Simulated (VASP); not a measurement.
Be:

```
Be
1.0
     2.28580    0.00000    0.00000
    -1.14290    1.97956    0.00000
     0.00000    0.00000    3.58430
Be
2
Direct
  0.33333 0.66667 0.25000
  0.66667 0.33333 0.75000
```

```yaml
Program: VASP 6.6.1
Task: relaxation of cell and atoms
Functional: PBEsol
Potentials_or_basis: VASP PAW PBE potentials, release 64 (Be)
Cutoff: 600 eV
k_mesh: 21 × 21 × 12
Occupations: gaussian, width 0.1 eV
Spin: no spin polarisation
```

At the start: pressure -3.6 GPa; volume 8.11 Å³/atom.

Q: How do energy, volume and symmetry change on relaxing?

A: Over 5 steps the energy falls by 3.1 meV/atom and the volume is 7.85 Å³/atom (-3.1 %); space group P6_3/mmc (No. 194, to 0.05 Å).

Step by step:
| step | energy change (eV) | largest force (eV/Å) | pressure (GPa) | volume (Å³) |
| --- | --- | --- | --- | --- |
| 1 | 0.0000 | 0.0000 | -3.63 | 16.22 |
| 2 | -0.0060 | 0.0000 | -0.56 | 15.79 |
| 3 | -0.0061 | 0.0000 | 0.04 | 15.71 |
| 4 | -0.0061 | 0.0000 | 0.12 | 15.70 |
| 5 | -0.0062 | 0.0000 | 0.07 | 15.71 |

Final structure:
```cif
data_structure
_symmetry_space_group_name_H-M 'P 1'
_symmetry_Int_Tables_number 1
_cell_length_a 2.2568
_cell_length_b 2.2568
_cell_length_c 3.5612
_cell_angle_alpha 90.000
_cell_angle_beta 90.000
_cell_angle_gamma 120.000
_cell_volume 15.71
loop_
_atom_site_label
_atom_site_type_symbol
_atom_site_fract_x
_atom_site_fract_y
_atom_site_fract_z
_atom_site_occupancy
Be1 Be 0.33333 0.66667 0.25000 1
Be2 Be 0.66667 0.33333 0.75000 1
```

Caveat: the PAW data sets were made with another functional, which shifts forces and pressure a little.
